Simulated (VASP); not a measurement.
Calculation: PBE GGA with D3 dispersion (Becke-Johnson damping), VASP's PBE PAW potentials (set 64) (plane waves; VASP).

Input for VASP

**INCAR**
```
! general
SYSTEM  = FeAl
PREC    = Accurate
ENCUT   = 520
LREAL   = F
LASPH   = T

! electronic loop
EDIFF   = 1E-7
NELM    = 100
ALGO    = Normal
LMAXMIX = 4

! smearing
ISMEAR  = -5

! functional
GGA     = PE
IVDW    = 12

! ions
ISIF    = 2

! output
LWAVE   = F
LCHARG  = T
LORBIT  = 11
NEDOS   = 601
```

File KPOINTS:
```
Automatic mesh
0
Gamma
14 14 14
0 0 0
```

**POSCAR**
```
FeAl
5.6782550
  0.5000000119   0.0000000000   0.0000000000
  0.0000000000   0.5000000119   0.0000000000
  0.0000000000   0.0000000000   0.5000000119
Al Fe
1 1
Cart
  0.2500000060   0.2500000060   0.2500000060
  0.0000000000   0.0000000000   0.0000000000
```

POTCAR, in this order: Al Fe (PBE.64 set). Program: vasp_std.

What VASP printed:

OUTCAR:
```
 ion  position               nearest neighbor table
   1  0.500  0.500  0.500-   2 2.46   2 2.46   2 2.46   2 2.46   2 2.46   2 2.46   2 2.46   2 2.46
  LATTYP: Found a simple cubic cell.
 ALAT       =     2.8391275678
 Subroutine PRICEL returns:
 Original cell was already a primitive cell.
 Subroutine GETGRP returns: Found 48 space group operations
The static configuration has the point symmetry O_h .
The dynamic configuration has the point symmetry O_h .
 Subroutine INISYM returns: Found 48 space group operations
 Subroutine IBZKPT returns following result:
 Found    120 irreducible k-points:

 Following reciprocal coordinates:
            Coordinates               Weight
  0.000000  0.000000  0.000000      1.000000
  0.071429  0.000000  0.000000      6.000000
  0.142857  0.000000  0.000000      6.000000
  0.214286  0.000000  0.000000      6.000000
  0.285714  0.000000  0.000000      6.000000
  0.357143  0.000000  0.000000      6.000000
  0.428571  0.000000  0.000000      6.000000
  0.500000  0.000000  0.000000      3.000000
  0.071429  0.071429  0.000000     12.000000
  0.142857  0.071429  0.000000     24.000000
  0.214286  0.071429  0.000000     24.000000
  0.285714  0.071429  0.000000     24.000000
  0.357143  0.071429  0.000000     24.000000
  0.428571  0.071429  0.000000     24.000000
  0.500000  0.071429  0.000000     12.000000
  0.142857  0.142857  0.000000     12.000000
  0.214286  0.142857  0.000000     24.000000
  0.285714  0.142857  0.000000     24.000000
  0.357143  0.142857  0.000000     24.000000
  0.428571  0.142857  0.000000     24.000000
  0.500000  0.142857  0.000000     12.000000
  0.214286  0.214286  0.000000     12.000000
  0.285714  0.214286  0.000000     24.000000
  0.357143  0.214286  0.000000     24.000000
  0.428571  0.214286  0.000000     24.000000
  0.500000  0.214286  0.000000     12.000000
  0.285714  0.285714  0.000000     12.000000
  0.357143  0.285714  0.000000     24.000000
  0.428571  0.285714  0.000000     24.000000
  0.500000  0.285714  0.000000     12.000000
  0.357143  0.357143  0.000000     12.000000
  0.428571  0.357143  0.000000     24.000000
  0.500000  0.357143  0.000000     12.000000
  0.428571  0.428571  0.000000     12.000000
  0.500000  0.428571  0.000000     12.000000
  0.500000  0.500000  0.000000      3.000000
  0.071429  0.071429  0.071429      8.000000
  0.142857  0.071429  0.071429     24.000000
  0.214286  0.071429  0.071429     24.000000
  0.285714  0.071429  0.071429     24.000000
   k-points           NKPTS =    120   k-points in BZ     NKDIM =    120   number of bands    NBANDS=      9
   number of dos      NEDOS =    601   number of ions     NIONS =      2
   total plane-waves  NPLWV =  13824
   dimension x,y,z NGX =    24 NGY =   24 NGZ =   24
   dimension x,y,z NGXF=    48 NGYF=   48 NGZF=   48
   ions per type =               1   1
   PREC   = accura    normal or accurate (medium, high low for compatibility)
   ISTART =      0    job   : 0-new  1-cont  2-samecut
   ICHARG =      2    charge: 1-file 2-atom 10-const
   ISPIN  =      1    spin polarized calculation?
   LNONCOLLINEAR =      F non collinear calculations
   LSORBIT =      F    spin-orbit coupling
   INIWAV =      1    electr: 0-lowe 1-rand  2-diag
   ENCUT  =  520.0 eV  38.22 Ry    6.18 a.u.   5.28  5.28  5.28*2*pi/ulx,y,z
   NELM   =    100;   NELMIN=  2; NELMDL= -5     # of ELM steps
   EDIFF  = 0.1E-06   stopping-criterion for ELM
   LREAL  =      F    real-space projection
   NLSPLINE    = F    spline interpolate recip. space projectors
   LMAXMIX     =    4 max onsite mixed and CHGCAR
   VOSKOWN=      0    Vosko Wilk Nusair interpolation
...
```

OSZICAR:
```
       N       E                     dE             d eps       ncg     rms          rms(c)
DAV:   1     0.322429437471E+02    0.32243E+02   -0.51685E+03  2168   0.124E+03
DAV:   2    -0.132926072441E+02   -0.45536E+02   -0.43935E+02  2161   0.180E+02
DAV:   3    -0.145526212076E+02   -0.12600E+01   -0.12442E+01  2605   0.413E+01
DAV:   4    -0.145753654370E+02   -0.22744E-01   -0.22728E-01  2741   0.489E+00
DAV:   5    -0.145758872139E+02   -0.52178E-03   -0.52132E-03  2700   0.653E-01    0.142E+01
DAV:   6    -0.163195062713E+02   -0.17436E+01   -0.71683E+01  2492   0.135E+02    0.173E+01
DAV:   7    -0.126509210323E+02    0.36686E+01   -0.34925E+01  2413   0.832E+01    0.253E+00
DAV:   8    -0.126160563057E+02    0.34865E-01   -0.22447E-01  2449   0.601E+00    0.142E+00
DAV:   9    -0.126009813483E+02    0.15075E-01   -0.45354E-02  2651   0.325E+00    0.344E-01
DAV:  10    -0.126005881589E+02    0.39319E-03   -0.86369E-04  2844   0.412E-01    0.164E-01
DAV:  11    -0.126005641562E+02    0.24003E-04   -0.25682E-05  2479   0.538E-02    0.685E-03
DAV:  12    -0.126005639908E+02    0.16537E-06   -0.12019E-06  2818   0.117E-02    0.495E-03
DAV:  13    -0.126005642097E+02   -0.21887E-06   -0.15038E-07  1235   0.485E-03    0.146E-03
DAV:  14    -0.126005643311E+02   -0.12137E-06   -0.50070E-08  1142   0.198E-03    0.337E-04
DAV:  15    -0.126005643095E+02    0.21624E-07   -0.67430E-09  1118   0.169E-03
   1 F= -.13435282E+02 E0= -.13435282E+02  d E =0.000000E+00
```

OUTCAR:
```
------------------------ aborting loop because EDIFF is reached ----------------------------------------
 Edisp (eV)   -0.83472
  FORCE on cell =-STRESS in cart. coord.  units (eV):
  Direction    XX          YY          ZZ          XY          YZ          ZX
  --------------------------------------------------------------------------------------
  Total      -0.01494    -0.01494    -0.01494     0.00000     0.00000    -0.00000
  in kB      -1.04573    -1.04573    -1.04573     0.00000     0.00000    -0.00000
  external pressure =       -1.05 kB  Pullay stress =        0.00 kB
  volume of cell :       22.89
      direct lattice vectors                 reciprocal lattice vectors
     2.839127568  0.000000000  0.000000000     0.352220876  0.000000000  0.000000000
     0.000000000  2.839127568  0.000000000     0.000000000  0.352220876  0.000000000
     0.000000000  0.000000000  2.839127568     0.000000000  0.000000000  0.352220876
 POSITION                                       TOTAL-FORCE (eV/Angst)
 -----------------------------------------------------------------------------------
      1.41956      1.41956      1.41956         0.000000      0.000000      0.000000
      0.00000      0.00000      0.00000         0.000000      0.000000      0.000000
 -----------------------------------------------------------------------------------
    total drift:                                0.000000      0.000000      0.000000
  FREE ENERGIE OF THE ION-ELECTRON SYSTEM (eV)
  ---------------------------------------------------
  free  energy   TOTEN  =       -13.4352816254 eV

  energy  without entropy=      -13.4352816254  energy(sigma->0) =      -13.43528163

 total charge

# of ion       s       p       d       tot
------------------------------------------
    1        0.405   0.453   0.000   0.858
    2        0.445   0.526   6.528   7.499
--------------------------------------------------
tot          0.850   0.979   6.528   8.357
```
(Selected blocks of OUTCAR.)

For a metal the tetrahedron method with Blöchl corrections gives inexact stress and forces.

The compound is FeAl in the CsCl type structure. It was relaxed first, which changed the volume by -7 %. The run is not spin-polarised, so no magnetic state was tried. The electron count is odd and the run is not spin-polarised, which forces a metal.
